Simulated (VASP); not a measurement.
Sn:

```
Sn
1.0
     0.00000    3.23334    3.23334
     3.23334    0.00000    3.23334
     3.23334    3.23334    0.00000
Sn
2
Direct
  0.00000 0.00000 0.00000
  0.25000 0.25000 0.25000
```

This isn't the form of Sn at room conditions, which is tetragonal (white tin).

* Program: VASP 6.6.1
* Task: relaxation of cell and atoms
* Functional: PBE
* Potentials or basis: VASP PAW PBE potentials, release 64 (Sn_d)
* Cutoff: 520 eV
* k mesh: 12 × 12 × 12
* Occupations: gaussian, width 0.02 eV
* Spin: no spin polarisation

At the start: pressure 3.7 GPa; volume 33.80 Å³/atom.

Q: Where does the relaxation end?

A: Over 5 steps the energy falls by 32.0 meV/atom and the volume is 36.81 Å³/atom (+8.9 %); space group Fd-3m (No. 227, to 0.05 Å).

Step by step:
| step | energy change (eV) | largest force (eV/Å) | pressure (GPa) | volume (Å³) |
| --- | --- | --- | --- | --- |
| 1 | 0.0000 | 0.0000 | 3.71 | 67.61 |
| 2 | -0.0585 | 0.0000 | -0.87 | 75.57 |
| 3 | -0.0640 | 0.0000 | 0.02 | 73.58 |
| 4 | -0.0640 | 0.0000 | -0.04 | 73.71 |
| 5 | -0.0640 | 0.0000 | 0.00 | 73.62 |

Final structure:
```yaml
crystal:
  lattice:
    - [0.00000, 3.32656, 3.32656]
    - [3.32656, 0.00000, 3.32656]
    - [3.32656, 3.32656, 0.00000]
  atoms:
    - { symbol: Sn, position: [0.00000, 0.00000, 0.00000] }
    - { symbol: Sn, position: [0.25000, 0.25000, 0.25000] }
```
